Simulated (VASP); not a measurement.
# LiMg12 (a cell with a defect) in VASP: notebook

The runs below take LiMg12 (a cell with a defect) through single point, with PBEsol.

Everything below comes from runs of VASP 6.6.1. Logs are shortened: lines on timing, memory, paths and dates and some standing lists are left out, and cuts for length are marked.

### Step 1. The crystal as given

The cell holds a defect, 13 atoms: a = 6.420 Å, b = 9.630 Å, c = 5.213 Å, α = 90.00°, β = 90.00°, γ = 120.00°.

The cell was built by a generator and needn't be a form met in nature.

### Step 2. Single point, PBEsol

INCAR

```
ALGO     = Normal         # electronic algorithm
EDIFF    = 1E-6           # SCF threshold, eV
ENCUT    = 520            # plane-wave cutoff, eV
GGA      = PS             # functional
ISIF     = 2              # what is computed and relaxed
ISMEAR   = -1             # smearing method
LASPH    = T              # aspherical terms in the spheres
LCHARG   = T              # write CHGCAR
LELF     = T              # ELF
LREAL    = F              # projectors in reciprocal space
LVHAR    = T            
LWAVE    = F              # write WAVECAR
NBANDS   = 26             # bands
NELM     = 100            # most SCF steps
PREC     = Accurate       # precision mode
SIGMA    = 0.15           # smearing width, eV
```

KPOINTS

```
k-points
0
Gamma
  2 2 2
```

POSCAR

```
LiMg12
1.0
    6.4200000000      0.0000000000      0.0000000000
   -4.8150000000      8.3398250000      0.0000000000
    0.0000000000      0.0000000000      5.2130400000
Mg Li
12 1
Direct
   -0.0226357130     -0.0308040037      0.0917506867
    0.2854413584      0.3246590906      0.4081879287
   -0.0213854645      0.3232202115     -0.0217915075
    0.1342960467      0.5451673147      0.5154573915
    0.0434361714      0.6387664010      0.0541718460
    0.2031001763      0.8872488332      0.5078418735
    0.5251777036     -0.0014868418      0.0466714240
    0.6914353781      0.2244891230      0.4609402575
    0.4518264782      0.2750417425     -0.1342786551
    0.7336825482      0.5915351941      0.5008785661
    0.4574576064      0.6350732779     -0.0232302073
    0.5641361943      0.8336146142      0.5437710050
   -0.0732355393      0.0725914513      0.6115049952
```

Potentials or basis: VASP PAW PBE potentials, release 64 (Mg, Li_sv).

On the command line:

```console
cat potpaw_PBE.64/Mg/POTCAR potpaw_PBE.64/Li_sv/POTCAR > POTCAR
mpirun -np 1 vasp_std > vasp.out
```

OUTCAR:

```text
EDIFF = 1E-6
   ENCUT = 520
   GGA = PS
   ISIF = 2
   ISMEAR = -1
   LASPH = T
   LREAL = F
   NELM = 100
   PREC = Accurate

 ion  position               nearest neighbor table
   1  0.977  0.969  0.092-  13 2.77   6 2.93  13 2.96   7 3.06   9 3.22  12 3.29  11 3.33   7 3.39
                             2 3.40   5 3.42   3 3.46   6 3.62
   2  0.285  0.325  0.408-  13 2.59   9 2.75  10 2.78   4 2.80   3 2.98   9 3.14   8 3.21   1 3.40
                             8 3.45  11 3.45   3 3.56
   3  0.979  0.323  0.978-   5 2.88  13 2.96   2 2.98   8 2.98  11 3.04   4 3.04   7 3.05   8 3.13
                             9 3.23   9 3.35   4 3.36   1 3.46   2 3.56
   4  0.134  0.545  0.515-   5 2.73  12 2.77   2 2.80  10 2.82   8 2.99  11 3.01   3 3.04   5 3.09
                             6 3.10  11 3.34   3 3.36  10 3.65
   5  0.043  0.639  0.054-  11 2.71   4 2.73   3 2.88  10 2.95   4 3.09   6 3.15   7 3.29  10 3.40
                             1 3.42   6 3.53
   6  0.203  0.887  0.508-  12 2.62   1 2.93  10 2.93   7 3.00   4 3.10  13 3.13   5 3.15   8 3.20
                             7 3.33   5 3.53   1 3.62
   7  0.525  0.999  0.047-   8 2.87   6 3.00   3 3.05   1 3.06   9 3.08  12 3.11  12 3.14   5 3.29
                            11 3.32   6 3.33   1 3.39   8 3.59
   8  0.691  0.224  0.461-  13 2.69   9 2.79   7 2.87   3 2.98   4 2.99   3 3.13   6 3.20   2 3.21
                            10 3.41   2 3.45  12 3.46   7 3.59   9 3.60
   9  0.452  0.275  0.866-   2 2.75   8 2.79   7 3.08   2 3.14   1 3.22   3 3.23  10 3.27   3 3.35
                            11 3.50   8 3.60
  10  0.734  0.592  0.501-   2 2.78   4 2.82   6 2.93   5 2.95  12 3.03  11 3.20   9 3.27  11 3.40
                             5 3.40   8 3.41   4 3.65
  11  0.457  0.635  0.977-   5 2.71  12 2.81   4 3.01   3 3.04  10 3.20   7 3.32   1 3.33   4 3.34
                            10 3.40  12 3.40   2 3.45   9 3.50
  12  0.564  0.834  0.544-  13 2.34   6 2.62   4 2.77  11 2.81  10 3.03   7 3.11   7 3.14   1 3.29
                            11 3.40   8 3.46
  13  0.927  0.073  0.612-  12 2.34   2 2.59   8 2.69   1 2.77   1 2.96   3 2.96   6 3.13

  LATTYP: Found a simple monoclinic cell.
 ALAT       =     6.4200000000
 B/A-ratio  =     0.8120000000
 C/A-ratio  =     1.3228757108
 COS(beta)  =    -0.1889822286

  Lattice vectors:

 A1 = (   6.4200000000,   0.0000000000,   0.0000000000)
 A2 = (   0.0000000000,   0.0000000000,   5.2130400000)
 A3 = (  -1.6050000000,  -8.3398250000,   0.0000000000)

Analysis of symmetry for initial positions (statically):
=====================================================================
 Subroutine PRICEL returns:
 Original cell was already a primitive cell.

[... 143 lines left out ...]
   IALGO  =     38    algorithm
   IMIX   =      4    mixing-type and parameters
     AMIX     =   0.40;   BMIX     =  1.00
     AMIX_MAG =   1.60;   BMIX_MAG =  1.00
  volume/ion in A,a.u.               =      21.47       144.89
  Fermi-wavevector in a.u.,A,eV,Ry     =   0.751511  1.420149  7.684136  0.564768
  Thomas-Fermi vector in A             =   1.848508
   LORBIT       =      0    0 simple, 1 ext, 2 COOP (PROOUT), +10 PAW based schemes
   GGA     = PS    functional components
   LHFCALC =     F    Hartree Fock is set to
   AEXX    =    0.0000 exact exchange contribution
   IVDW    =     0    specifies the selected vdW correction
   LEPSILON=     F    determine dielectric tensor
   LRPA    =     F    only Hartree local field effects (RPA)
 non-spin polarized calculation
  energy-cutoff  :      520.00
  volume of cell :      279.11
 maximum number of plane-waves:      7532
 NGX is ok and might be reduce to    48
   NGX = 23   NGY = 35   NGZ = 19

 number of electron      26.9999993 magnetization

 Free energy of the ion-electron system (eV)
  ---------------------------------------------------
  ext. energy  EPLUGINS =         0.00000000
  ---------------------------------------------------
  free energy    TOTEN  =       -20.33053137 eV

  energy without entropy =      -19.99232661  energy(sigma->0) =      -20.16142899

 E-fermi :   2.6035     XC(G=0):  -8.5978

 val. band max:        2.4674045466   @ k =   0.0000   0.0000   0.0000
 cond. band min:       2.6416681691   @ k =   0.5000   0.0000   0.0000
 fundamental gap:      0.1742636225
 Fermi energy:         2.6034642367

 k-point     1 :       0.0000    0.0000    0.0000
  band No.  band energies     occupation
      1     -43.1840      2.00000
      2      -4.3000      2.00000
      3      -2.2588      2.00000
      4      -2.0895      2.00000
      5      -0.6379      2.00000
      6      -0.5346      2.00000
[... 213 lines left out ...]
     24       5.8938      0.00000
     25       6.0576      0.00000
 [bands above 25 left out]

------------------------ aborting loop because EDIFF is reached ----------------------------------------

  FORCE on cell =-STRESS in cart. coord.  units (eV):
  Direction    XX          YY          ZZ          XY          YZ          ZX
  --------------------------------------------------------------------------------------
  -------------------------------------------------------------------------------------
  Total        6.5392465      4.8995823      9.3741604      1.3797499     -0.9122059      0.9994068
  in kB       37.5366290     28.1246170     53.8096217      7.9200499     -5.2362509      5.7368021
  external PRESSURE =      39.8236226 kB  Pullay stress =       0.0000000 kB

 VOLUME and BASIS-vectors are now :
 -----------------------------------------------------------------------------
  energy-cutoff  :      520.00
  volume of cell :      279.11
      direct lattice vectors                 reciprocal lattice vectors
     6.420000000  0.000000000  0.000000000     0.155763240  0.089929945  0.000000000
    -4.815000000  8.339825000  0.000000000     0.000000000  0.119906593  0.000000000
     0.000000000  0.000000000  5.213040000     0.000000000  0.000000000  0.191826650

 POSITION                                       TOTAL-FORCE (eV/Angst)
 -----------------------------------------------------------------------------------
      1.60800      8.08292      0.47830         0.001840     -0.061180     -0.178645
      0.26930      2.70760      2.12790         0.013270     -0.360296     -0.832418
      4.72640      2.69560      5.09944         0.217134     -0.368396     -0.255146
     -1.76280      4.54660      2.68710         0.198050     -0.299141      0.393016
     -2.79680      5.32720      0.28240        -1.183837      0.625253     -0.775707
     -2.96820      7.39950      2.64740        -1.026835      0.460787      0.605082
     -1.43620      8.32742      0.24330         0.003657     -0.410612     -0.609799
      3.35810      1.87220      2.40290        -0.180881      0.158227     -0.248091
      1.57640      2.29380      4.51304        -0.076152      0.206773      1.082975
      1.86200      4.93330      2.61110        -0.357188      0.110301      0.254819
     -0.12100      5.29640      5.09194         1.089012     -0.229439      0.606412
     -0.39210      6.95220      2.83470         0.718707     -0.346722     -0.452012
      5.60030      0.60540      3.18780         0.583223      0.514445      0.409514
 -----------------------------------------------------------------------------------
    total drift:                                0.000009      0.000100     -0.000255

  FREE ENERGIE OF THE ION-ELECTRON SYSTEM (eV)
  ---------------------------------------------------
  free  energy   TOTEN  =       -20.3305313713 eV

  energy  without entropy=      -19.9923266136  energy(sigma->0) =      -20.16142899
```

Wall time 44 s (1 thread of Intel Xeon 6975P-C (Granite Rapids), shared host); peak memory 0.34 GiB.

Results:

| Item | Value |
| --- | --- |
| Free energy | -20.3305 eV |
| Largest force | 1.547 eV/Å |
| Band gap on the k mesh | none (metal or under the smearing width) |

Forces in eV/Å, atoms in the order of the input:
```
Mg   0.002 -0.061 -0.179
Mg   0.013 -0.360 -0.832
Mg   0.217 -0.368 -0.255
Mg   0.198 -0.299  0.393
Mg  -1.184  0.625 -0.776
Mg  -1.027  0.461  0.605
Mg   0.004 -0.411 -0.610
Mg  -0.181  0.158 -0.248
Mg  -0.076  0.207  1.083
Mg  -0.357  0.110  0.255
Mg   1.089 -0.229  0.606
Mg   0.719 -0.347 -0.452
Li   0.583  0.514  0.410
```

Levels at points of the mesh, in eV from the Fermi level:
```csv
k point,band 9,band 10,band 11,band 12,band 13,band 14,band 15,band 16,band 17,band 18
"(0.00, 0.00, 0.00)",-1.67,-1.29,-0.26,-0.14,0.14,0.20,0.54,0.70,1.27,1.63
"(0.50, 0.00, 0.00)",-0.78,-0.67,-0.45,-0.30,-0.25,0.04,0.25,0.37,0.62,0.82
"(0.00, 0.50, 0.00)",-1.95,-1.34,-1.14,-0.87,-0.68,-0.38,0.23,1.68,1.82,1.94
"(0.50, 0.50, 0.00)",-0.68,-0.52,-0.33,0.40,0.57,0.69,0.74,0.92,1.02,1.19
"(0.00, 0.00, 0.50)",-2.01,-1.73,-1.59,-1.06,-0.87,-0.81,-0.35,0.98,1.12,1.39
"(0.50, 0.00, 0.50)",-3.36,-1.25,-0.87,-0.49,-0.38,0.41,0.70,0.91,1.11,1.95
"(0.00, 0.50, 0.50)",-1.65,-1.38,-1.24,-1.06,-0.93,-0.85,-0.49,-0.28,-0.21,0.69
"(0.50, 0.50, 0.50)",-2.82,-2.19,-1.93,-1.73,-1.68,1.63,2.10,2.27,2.36,2.54
```

Caveat: the k mesh is coarse (spacing up to 0.60 Å⁻¹), so the values aren't converged; the cutoff is under 1.25 times the usual one of these potentials, so pressure, stress and relaxed cells hold a basis-set (Pulay) error; the PAW data sets were made with another functional, which shifts forces and pressure a little.

(Part 1 of 2 ends here.)
